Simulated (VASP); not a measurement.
Data:

```
CsBr
1.0
    4.25611     0.00000     0.00000
    0.00000     4.25611     0.00000
    0.00000     0.00000     4.25611
Cs Br
1 1
Cartesian
  0.00000   0.00000   0.00000
  2.12805   2.12805   2.12805
```

All values below come from PBE GGA, VASP's PBE PAW potentials (set 64) (plane waves; VASP). Settings: 300 eV cut-off, 6×6×6 Γ-centred mesh, Fermi-Dirac smearing of 0.010 eV, potentials Cs_sv Br.

At this cut-off the stress carries a Pulay error, which pulls relaxed volumes low.

### Question
Give the stress tensor in GPa (positive for a compressed cell).

### Answer

```
1.46  0.00  0.00
0.00  1.46  0.00
0.00  0.00  1.46
```
The pressure is its mean diagonal, 1.46 GPa.

The structure is a typed CsBr crystal (Pm-3m). The cell was not relaxed at this level.
